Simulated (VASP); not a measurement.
```yaml
crystal:
  lattice:
    - [2.75419, 0.00000, 0.00000]
    - [-1.37709, 2.38519, 0.00000]
    - [0.00000, 0.00000, 4.42846]
  atoms:
    - { symbol: Mo, position: [0.00000, 0.00000, 0.00000] }
    - { symbol: Ir, position: [0.33333, 0.66667, 0.50000] }
```

Level of theory: PBEsol GGA, VASP's PBE PAW potentials (set 64) (plane waves; VASP 6.6.1). Numerical set-up: 400 eV cut-off, 17×17×9 Γ-centred mesh, tetrahedra with Blöchl corrections, potentials Mo_sv Ir.

Unless said otherwise, spin-orbit coupling is left out, though it shifts the bands of the heavy elements here.

Task: What does the run give for the energy per atom (σ→0), band gap (on the k-mesh) with the smallest direct gap where there is one?

Result: 
The band gap (on the k-mesh) is none (metal, semimetal or under 0.01 eV) and the energy per atom (σ→0) is -11.016 eV/atom.

Total energies compare only between runs with the same potentials, cut-off and functional.

The structure comes from a computed database's MoIr entry (P-6m2); how it stands against other phases isn't given here. It was relaxed first. The electron count is odd and the run is not spin-polarised, which forces a metal.
